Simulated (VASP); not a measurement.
# O2CrFCl in VASP: further runs

The runs below take O2CrFCl through single point, relaxation of the atoms, atomic charges, electron localisation function, with PBE, PBE+TS, r2SCAN0+D3(BJ), HSE06.

Everything below comes from runs of VASP 6.6.1. Logs are shortened: lines on timing, memory, paths and dates and some standing lists are left out, and cuts for length are marked.

### 1 Starting point

The cell holds a molecule in a box, 5 atoms: a = 12.000 Å, b = 12.000 Å, c = 12.000 Å, α = 90.00°, β = 90.00°, γ = 90.00°.

### 2 Single point, PBE, collinear spin, ferromagnetic start (atoms moved at random, drawn with an rms of 0.05 Å)

Input file INCAR:

```
ALGO = Normal ; EDIFF = 1E-6
ENCUT = 520 ; GGA = PE
ISIF = 2 ; ISMEAR = 0
ISPIN = 2 ; LASPH = True
LCHARG = False ; LMAXMIX = 4
LORBIT = 11 ; LREAL = False
LWAVE = False ; MAGMOM = 0 0 3 0 0
NBANDS = 31 ; NELM = 100
PREC = Accurate ; SIGMA = 0.01
```

Input file KPOINTS:

```
k-points
0
Gamma
  1 1 1
```

Input file POSCAR:

```
CrClO2F
1.0
   12.0000000000      0.0000000000      0.0000000000
    0.0000000000     12.0000000000      0.0000000000
    0.0000000000      0.0000000000     12.0000000000
O Cr F Cl
2 1 1 1
Direct
    0.4601200000      0.4167480000      0.6088890000
    0.6035430000      0.3929520000      0.4580580000
    0.4903140000      0.4442600000      0.4891730000
    0.3954480000      0.3912370000      0.3968580000
    0.4970140000      0.6159330000      0.4671900000
```

Potentials or basis: VASP PAW PBE potentials, release 64 (O, Cr_pv, F, Cl).

Started as:

```console
$ cat potpaw_PBE.64/O/POTCAR potpaw_PBE.64/Cr_pv/POTCAR potpaw_PBE.64/F/POTCAR potpaw_PBE.64/Cl/POTCAR > POTCAR
$ mpirun -np 1 vasp_gam > vasp.out
```

OUTCAR:

```text
EDIFF = 1E-6
   ENCUT = 520
   GGA = PE
   ISIF = 2
   ISMEAR = 0
   ISPIN = 2
   LASPH = True
   LORBIT = 11
   LREAL = False
   NELM = 100
   PREC = Accurate

 ion  position               nearest neighbor table
   1  0.460  0.417  0.609-   3 1.52
   2  0.604  0.393  0.458-   3 1.54
   3  0.490  0.444  0.489-   1 1.52   2 1.54   4 1.71   5 2.08
   4  0.395  0.391  0.397-   3 1.71
   5  0.497  0.616  0.467-   3 2.08

  LATTYP: Found a simple cubic cell.
 ALAT       =    12.0000000000

  Lattice vectors:

 A1 = (  12.0000000000,   0.0000000000,   0.0000000000)
 A2 = (   0.0000000000,  12.0000000000,   0.0000000000)
 A3 = (   0.0000000000,   0.0000000000,  12.0000000000)

Analysis of symmetry for initial positions (statically):
=====================================================================
 Subroutine PRICEL returns:
 Original cell was already a primitive cell.

 Routine SETGRP: Setting up the symmetry group for a
 simple cubic supercell.

 Subroutine GETGRP returns: Found  1 space group operations
 (whereof  1 operations were pure point group operations)
 out of a pool of 48 trial point group operations.

The static configuration has the point symmetry C_1 .

Analysis of symmetry for dynamics (positions and initial velocities):
=====================================================================
 Subroutine PRICEL returns:
 Original cell was already a primitive cell.

 Routine SETGRP: Setting up the symmetry group for a
 simple cubic supercell.

 Subroutine GETGRP returns: Found  1 space group operations
 (whereof  1 operations were pure point group operations)
 out of a pool of 48 trial point group operations.

The dynamic configuration has the point symmetry C_1 .

Analysis of structural, dynamic, and magnetic symmetry:
=====================================================================
 Subroutine PRICEL returns:
 Original cell was already a primitive cell.

 Routine SETGRP: Setting up the symmetry group for a
 simple cubic supercell.

 Subroutine GETGRP returns: Found  1 space group operations
 (whereof  1 operations were pure point group operations)
 out of a pool of 48 trial point group operations.

The overall configuration has the point symmetry C_1 .

 Subroutine INISYM returns: Found  1 space group operations
 (whereof  1 operations are pure point group operations),
 and found     1 'primitive' translations

----------------------------------------------------------------------------------------

                                     Primitive cell

  volume of cell :    1728.0000

  direct lattice vectors                    reciprocal lattice vectors
    12.000000000  0.000000000  0.000000000     0.083333333  0.000000000  0.000000000
     0.000000000 12.000000000  0.000000000     0.000000000  0.083333333  0.000000000
     0.000000000  0.000000000 12.000000000     0.000000000  0.000000000  0.083333333

  length of vectors
    12.000000000 12.000000000 12.000000000     0.083333333  0.083333333  0.083333333

  position of ions in fractional coordinates (direct lattice)
     0.460120000  0.416748000  0.608889000
     0.603543000  0.392952000  0.458058000
     0.490314000  0.444260000  0.489173000
     0.395448000  0.391237000  0.396858000
     0.497014000  0.615933000  0.467190000

  ion indices of the primitive-cell ions
   primitive index   ion index
                 1           1
                 2           2
                 3           3
                 4           4
                 5           5

----------------------------------------------------------------------------------------

 KPOINTS: k-points

Automatic generation of k-mesh.
 Grid dimensions read from file:
 generate k-points for:    1    1    1

 Generating k-lattice:

  Cartesian coordinates                     Fractional coordinates (reciprocal lattice)
     0.083333333  0.000000000  0.000000000     1.000000000  0.000000000  0.000000000
     0.000000000  0.083333333  0.000000000     0.000000000  1.000000000  0.000000000
     0.000000000  0.000000000  0.083333333     0.000000000  0.000000000  1.000000000

  Length of vectors
     0.083333333  0.083333333  0.083333333

  Shift w.r.t. Gamma in fractional coordinates (k-lattice)
     0.000000000  0.000000000  0.000000000

 Subroutine IBZKPT returns following result:
 ===========================================

 Found      1 irreducible k-points:

 Following reciprocal coordinates:
            Coordinates               Weight
  0.000000  0.000000  0.000000      1.000000
   k-points           NKPTS =      1   k-points in BZ     NKDIM =      1   number of bands    NBANDS=     31
   number of dos      NEDOS =    301   number of ions     NIONS =      5
   total plane-waves  NPLWV = 729000
   dimension x,y,z NGX =    90 NGY =   90 NGZ =   90
   dimension x,y,z NGXF=   180 NGYF=  180 NGZF=  180
   ions per type =               2   1   1   1
   NGX,Y,Z   is equivalent  to a cutoff of  12.47, 12.47, 12.47 a.u.
   NGXF,Y,Z  is equivalent  to a cutoff of  24.94, 24.94, 24.94 a.u.
 SYSTEM =  unknown system
   PREC   = accura    normal or accurate (medium, high low for compatibility)
   ISTART =      0    job   : 0-new  1-cont  2-samecut
   ICHARG =      2    charge: 1-file 2-atom 10-const
   ISPIN  =      2    spin polarized calculation?
   LNONCOLLINEAR =      F non collinear calculations
   LSORBIT =      F    spin-orbit coupling
   LASPH  =      T    aspherical Exc in radial PAW
   ENCUT  =  520.0 eV  38.22 Ry    6.18 a.u.  22.31 22.31 22.31*2*pi/ulx,y,z
   NELM   =    100;   NELMIN=  2; NELMDL= -5     # of ELM steps
   EDIFF  = 0.1E-05   stopping-criterion for ELM
   LREAL  =      F    real-space projection
   EDIFFG = 0.1E-04   stopping-criterion for IOM
   NSW    =      0    number of steps for IOM
   IBRION =     -1    ionic relax: 0-MD 1-quasi-New 2-CG
   NFREE  =      0    steps in history (QN), initial steepest desc. (CG)
   ISIF   =      2    stress and relaxation
   ISYM   =      2    0-nonsym 1-usesym 2-fastsym
   POTIM  = 0.5000    time-step for ionic-motion
   TEBEG  =    0.0;   TEEND  =   0.0 temperature during run
   PSTRESS=    0.0 pullay stress
   NELECT =      38.0000    total number of electrons
   NUPDOWN=      -1.0000    fix difference up-down
   EMIN   =  10.00;   EMAX   =-10.00  energy-range for DOS
   EFERMI =   0.00;   METHOD = LEGACY
   ISMEAR =     0;   SIGMA  =   0.01  broadening in eV -4-tet -1-fermi 0-gaus
   EFERMI_NEDOS =   21; number of points for ismear=-14 and -15
   IALGO  =     38    algorithm
   IMIX   =      4    mixing-type and parameters
     AMIX     =   0.40;   BMIX     =  1.00
     AMIX_MAG =   1.60;   BMIX_MAG =  1.00
  volume/ion in A,a.u.               =     345.60      2332.22
  Fermi-wavevector in a.u.,A,eV,Ry     =   0.458657  0.866736  2.862208  0.210366
  Thomas-Fermi vector in A             =   1.444102
   LORBIT       =     11    0 simple, 1 ext, 2 COOP (PROOUT), +10 PAW based schemes
   GGA     = PE    functional components
   LHFCALC =     F    Hartree Fock is set to
   AEXX    =    0.0000 exact exchange contribution
   IVDW    =     0    specifies the selected vdW correction
   LEPSILON=     F    determine dielectric tensor
   LRPA    =     F    only Hartree local field effects (RPA)
 spin polarized calculation
 Gauss-broadening in eV      SIGMA  =   0.01
  energy-cutoff  :      520.00
  volume of cell :     1728.00
 maximum number of plane-waves:     23293
 NGX is ok and might be reduce to    90
   NGX = 45   NGY = 45   NGZ = 45

 number of electron      38.0000018 magnetization       0.0000053

 number of electron      38.0000018 magnetization      -0.0000227

 Free energy of the ion-electron system (eV)
  ---------------------------------------------------
  ext. energy  EPLUGINS =         0.00000000
  ---------------------------------------------------
  free energy    TOTEN  =       -30.81526191 eV

  energy without entropy =      -30.81526191  energy(sigma->0) =      -30.81526191

 E-fermi :  -8.0601     XC(G=0):  -0.8004

 val. band max:       -8.1431401018   @ k =   0.0000   0.0000   0.0000
 cond. band min:      -5.3558565212   @ k =   0.0000   0.0000   0.0000
 fundamental gap:      2.7872835807
 Fermi energy:        -8.0600802392

 spin component 1

 k-point     1 :       0.0000    0.0000    0.0000
  band No.  band energies     occupation
      1     -51.5852      1.00000
      2     -51.4492      1.00000
      3     -51.1943      1.00000
      4     -29.4211      1.00000
      5     -24.3153      1.00000
      6     -23.8952      1.00000
[... 23 lines left out ...]
     30       0.8576      0.00000
     31       1.0290      0.00000
 Fermi energy:        -8.0600802392

 spin component 2

 k-point     1 :       0.0000    0.0000    0.0000
  band No.  band energies     occupation
      1     -51.5852      1.00000
      2     -51.4492      1.00000
      3     -51.1943      1.00000
      4     -29.4211      1.00000
      5     -24.3153      1.00000
      6     -23.8952      1.00000
[... 23 lines left out ...]
     30       0.8603      0.00000
     31       1.0242      0.00000

------------------------ aborting loop because EDIFF is reached ----------------------------------------

  FORCE on cell =-STRESS in cart. coord.  units (eV):
  Direction    XX          YY          ZZ          XY          YZ          ZX
  --------------------------------------------------------------------------------------
  -------------------------------------------------------------------------------------
  Total        4.2091872      2.6746650      5.6753286     -0.6335515     -0.8793313     -1.3972456
  in kB        3.9026993      2.4799118      5.2620849     -0.5874200     -0.8153036     -1.2955065
  external PRESSURE =       3.8815653 kB  Pullay stress =       0.0000000 kB

 VOLUME and BASIS-vectors are now :
 -----------------------------------------------------------------------------
  energy-cutoff  :      520.00
  volume of cell :     1728.00
      direct lattice vectors                 reciprocal lattice vectors
    12.000000000  0.000000000  0.000000000     0.083333333  0.000000000  0.000000000
     0.000000000 12.000000000  0.000000000     0.000000000  0.083333333  0.000000000
     0.000000000  0.000000000 12.000000000     0.000000000  0.000000000  0.083333333

 POSITION                                       TOTAL-FORCE (eV/Angst)
 -----------------------------------------------------------------------------------
      5.52144      5.00098      7.30667        -0.830147     -0.943936      3.736567
      7.24252      4.71542      5.49670         2.412545     -1.006402     -0.274017
      5.88377      5.33112      5.87008        -1.020089      1.420129     -3.176204
      4.74538      4.69484      4.76230        -0.642902     -0.283293     -0.286779
      5.96417      7.39120      5.60628         0.080594      0.813502      0.000433
 -----------------------------------------------------------------------------------
    total drift:                                0.000198     -0.000029      0.000926

  FREE ENERGIE OF THE ION-ELECTRON SYSTEM (eV)
  ---------------------------------------------------
  free  energy   TOTEN  =       -30.8152619070 eV

  energy  without entropy=      -30.8152619070  energy(sigma->0) =      -30.81526191

 total charge

# of ion       s       p       d       tot
------------------------------------------
    1        1.622   3.341   0.000   4.963
    2        1.620   3.325   0.000   4.945
    3        0.545   6.748   4.699  11.992
    4        1.750   4.300   0.000   6.050
    5        1.610   3.503   0.000   5.114
--------------------------------------------------
tot          7.147  21.217   4.699  33.063

 magnetization (x)

# of ion       s       p       d       tot
------------------------------------------
    1        0.000  -0.000   0.000  -0.000
    2        0.000  -0.000   0.000  -0.000
    3        0.000   0.000   0.000   0.000
    4        0.000   0.000   0.000   0.000
    5        0.000   0.000   0.000   0.000
--------------------------------------------------
tot          0.000  -0.000   0.000   0.000
```

Run time: 5.1 min. Hardware: 1 thread of AMD EPYC 9R14 (Zen 4), shared host; peak memory 1.7 GiB.

Results:

```
Free energy                                           : -30.8153 eV
Largest force                                         : 3.942 eV/Å
Gap between the frontier levels                       : 2.79 eV
Net moment                                            : 0.00 μB per cell
Valence electrons inside the program's atomic spheres : O 4.96, 4.95; Cr 11.99; F 6.05; Cl 5.11
```

Forces in eV/Å, atoms in the order of the input:
```
O   -0.830 -0.944  3.737
O    2.413 -1.006 -0.274
Cr  -1.020  1.420 -3.176
F   -0.643 -0.283 -0.287
Cl   0.081  0.814  0.000
```

Levels at points of the mesh, in eV from the valence-band top:
Spin up:
| k point | band 16 | band 17 | band 18 | band 19 | band 20 | band 21 | band 22 | band 23 |
| --- | --- | --- | --- | --- | --- | --- | --- | --- |
| (0.00, 0.00, 0.00) | -1.47 | -0.49 | -0.47 | 0.00 | 2.79 | 3.41 | 3.90 | 5.10 |
Spin down:
| k point | band 15 | band 16 | band 17 | band 18 | band 19 | band 20 | band 21 | band 22 | band 23 | band 24 |
| --- | --- | --- | --- | --- | --- | --- | --- | --- | --- | --- |
| (0.00, 0.00, 0.00) | -1.66 | -1.47 | -0.49 | -0.47 | 0.00 | 2.79 | 3.41 | 3.90 | 5.10 | 5.68 |

Caveat: the starting moments collapsed, and a magnetic state may lie lower.

### 3 Relaxation of the atoms, PBE, collinear spin, ferromagnetic start (atoms moved at random, drawn with an rms of 0.02 Å)

Input file INCAR:

```
ALGO     = Normal         # electronic algorithm
EDIFF    = 1E-6           # SCF threshold, eV
EDIFFG   = -0.01          # ionic threshold
ENCUT    = 520            # plane-wave cutoff, eV
GGA      = PE             # functional
IBRION   = 2              # ionic algorithm
ISIF     = 2              # what is computed and relaxed
ISMEAR   = 0              # smearing method
ISPIN    = 2              # spin polarisation
LASPH    = T              # aspherical terms in the spheres
LCHARG   = F              # write CHGCAR
LMAXMIX  = 4              # l up to which the mixer works
LORBIT   = 11             # projections on sites
LREAL    = F              # projectors in reciprocal space
LWAVE    = F              # write WAVECAR
MAGMOM   = 0 0 3 0 0      # initial moments
NELM     = 100            # most SCF steps
NSW      = 40             # ionic steps
PREC     = Accurate       # precision mode
SIGMA    = 0.01           # smearing width, eV
```

KPOINTS is that of step 2.

Input file POSCAR:

```
CrClO2F
1.0
   12.0000000000      0.0000000000      0.0000000000
    0.0000000000     12.0000000000      0.0000000000
    0.0000000000      0.0000000000     12.0000000000
O Cr F Cl
2 1 1 1
Direct
    0.4629940000      0.4132120000      0.6065540000
    0.6066650000      0.3941320000      0.4615880000
    0.4927180000      0.4418470000      0.4860390000
    0.3947000000      0.3887020000      0.3991650000
    0.4994190000      0.6154520000      0.4688940000
```

Potentials or basis: VASP PAW PBE potentials, release 64 (O, Cr_pv, F, Cl).

Started as:

```console
$ cat potpaw_PBE.64/O/POTCAR potpaw_PBE.64/Cr_pv/POTCAR potpaw_PBE.64/F/POTCAR potpaw_PBE.64/Cl/POTCAR > POTCAR
$ mpirun -np 1 vasp_gam > vasp.out
```

Wall time 44 min (1 thread of AMD EPYC 9R14 (Zen 4), shared host); peak memory 1.8 GiB.

It converged, with:

| Item | Value |
| --- | --- |
| Free energy | -31.0207 eV |
| Energy gained by relaxing | 48.4 meV/atom |
| Ionic steps | 23 |
| Largest force after relaxing | 0.005 eV/Å |
| Gap between the frontier levels | 2.55 eV |
| Net moment | 0.00 μB per cell |
| Valence electrons inside the program's atomic spheres | O 4.91; Cr 11.67; F 6.04; Cl 5.10 |

Forces on the atoms (eV/Å):
```
O   -0.003  0.003 -0.001
O    0.002  0.002 -0.002
Cr   0.002 -0.004 -0.002
F   -0.003 -0.002  0.003
Cl   0.001  0.001  0.002
```

The path:
```tsv
step	energy change (eV)	largest force (eV/Å)	pressure (GPa)
1	0.0000	4.4273	0.45
2	1.7852	10.4624	-0.51
3	-0.1954	1.5562	0.11
4	-0.1964	1.3021	0.13
5	-0.1997	1.5886	-0.10
6	-0.2351	0.6225	0.00
7	-0.2336	0.9452	-0.01
8	-0.2402	0.2543	0.00
9	-0.2390	0.5002	-0.02
10	-0.2411	0.0666	-0.01
11	-0.2414	0.0488	-0.01
12	-0.2417	0.0556	-0.01
13	-0.2416	0.1517	-0.01
14	-0.2417	0.0319	-0.01
15	-0.2418	0.0214	-0.01
16	-0.2418	0.0279	-0.01
17	-0.2418	0.0245	-0.01
18	-0.2418	0.0291	-0.01
19	-0.2419	0.0152	-0.01
20	-0.2419	0.0184	-0.01
21	-0.2419	0.0199	-0.01
22	-0.2419	0.0197	-0.01
23	-0.2419	0.0053	-0.01
```

Final structure:
```
CELL_PARAMETERS angstrom
12.00000 0.00000 0.00000
0.00000 12.00000 0.00000
0.00000 0.00000 12.00000
ATOMIC_POSITIONS crystal
O 0.46130 0.41347 0.61078
O 0.61039 0.39231 0.45911
Cr 0.49193 0.44259 0.48623
F 0.39339 0.38712 0.39695
Cl 0.49949 0.61785 0.46917
```

Levels at points of the mesh, in eV from the valence-band top:
Spin up:
```csv
k point,band 16,band 17,band 18,band 19,band 20,band 21,band 22,band 23
"(0.00, 0.00, 0.00)",-1.48,-0.52,-0.49,0.00,2.55,3.01,3.52,4.54
```
Spin down:
| k point | band 15 | band 16 | band 17 | band 18 | band 19 | band 20 | band 21 | band 22 | band 23 | band 24 |
| --- | --- | --- | --- | --- | --- | --- | --- | --- | --- | --- |
| (0.00, 0.00, 0.00) | -1.68 | -1.48 | -0.52 | -0.49 | 0.00 | 2.55 | 3.01 | 3.52 | 4.54 | 5.11 |

Caveat: the starting moments collapsed, and a magnetic state may lie lower.

### 4 Atomic charges, PBE+TS, collinear spin, ferromagnetic start

Input file INCAR:

```
PREC = Accurate
ENCUT = 520
EDIFF = 1E-7
ISMEAR = 0
SIGMA = 0.01
LREAL = F
LASPH = T
NELM = 60
ALGO = Fast
ISIF = 2
LWAVE = F
LCHARG = F
ISPIN = 2
MAGMOM = 0 0 3 0 0
LORBIT = 10
LMAXMIX = 4
GGA = PE
IVDW = 2
```

Input file KPOINTS:

```
regular mesh
0
Gamma
  1 1 1
```

Input file POSCAR:

```
CrClO2F
1.0
   12.0000000000      0.0000000000      0.0000000000
    0.0000000000     12.0000000000      0.0000000000
    0.0000000000      0.0000000000     12.0000000000
O Cr F Cl
2 1 1 1
Direct
    0.4627958300      0.4134083300      0.6074041700
    0.6074375000      0.3933583300      0.4596458300
    0.4919458300      0.4416833300      0.4860708300
    0.3947291700      0.3874750000      0.3982625000
    0.4986041700      0.6160250000      0.4689375000
```

Started as:

```console
$ cat potpaw_PBE.64/O/POTCAR potpaw_PBE.64/Cr_pv/POTCAR potpaw_PBE.64/F/POTCAR potpaw_PBE.64/Cl/POTCAR > POTCAR
$ mpirun -np 1 vasp_gam > vasp.out
```

Run time: 5 min. Hardware: 1 thread of AMD EPYC 9R14 (Zen 4), shared host; peak memory 1.9 GiB.

Results (log left out):

| Item | Value |
| --- | --- |
| Free energy | -30.9112 eV |
| Largest force | 2.686 eV/Å |
| Gap between the frontier levels | 2.77 eV |
| Net moment | 0.00 μB per cell |
| Valence electrons inside the program's atomic spheres | O 4.95; Cr 11.94; F 6.05; Cl 5.11 |
| Hirshfeld charges | O -0.21; Cr +0.69; F -0.18; Cl -0.08 e |
| Dispersion energy per atom | -0.003 eV |

Forces on the atoms (eV/Å):
```
O   -0.629 -0.610  2.539
O    2.411 -1.031 -0.570
Cr  -1.122  1.696 -1.331
F   -0.678 -0.416 -0.609
Cl   0.019  0.361 -0.030
```

Levels at points of the mesh, in eV from the valence-band top:
Spin up:
```
           k point  band 16  band 17  band 18  band 19  band 20  band 21  band 22  band 23
(0.00, 0.00, 0.00)    -1.54    -0.48    -0.46     0.00     2.77     3.29     3.80     4.93
```
Spin down:
| k point | band 15 | band 16 | band 17 | band 18 | band 19 | band 20 | band 21 | band 22 | band 23 | band 24 |
| --- | --- | --- | --- | --- | --- | --- | --- | --- | --- | --- |
| (0.00, 0.00, 0.00) | -1.75 | -1.54 | -0.48 | -0.46 | 0.00 | 2.77 | 3.29 | 3.80 | 4.93 | 5.59 |

Caveat: the starting moments collapsed, and a magnetic state may lie lower.

[end of part 1 of 2]
